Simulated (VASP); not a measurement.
Data:

```
CELL_PARAMETERS angstrom
      0.00000     2.12457     2.12457
      2.12457     0.00000     2.12457
      2.12457     2.12457     0.00000
ATOMIC_POSITIONS crystal
  Ti 0.00000 0.00000 0.00000
  N  0.50000 0.50000 0.50000
```

These are PBE GGA, VASP's PBE PAW potentials (set 64) (plane waves; VASP) values and carry that method's errors. Run with PREC = Normal, EDIFF = 1E-5, 450 eV cut-off, 17×17×17 Γ-centred mesh, first-order Methfessel-Paxton smearing of 0.10 eV, potentials Ti_sv N.

At this cut-off the stress carries a Pulay error, which pulls relaxed volumes low.

**Question.** Give the stress tensor in GPa (positive for a compressed cell).

**Answer.** 
```
-1.61   0.00   0.00
 0.00  -1.61   0.00
 0.00   0.00  -1.61
```
The pressure is its mean diagonal, -1.61 GPa.

The compound is TiN in the rock salt structure. It was relaxed first. The electron count is odd and the run is not spin-polarised, which forces a metal.
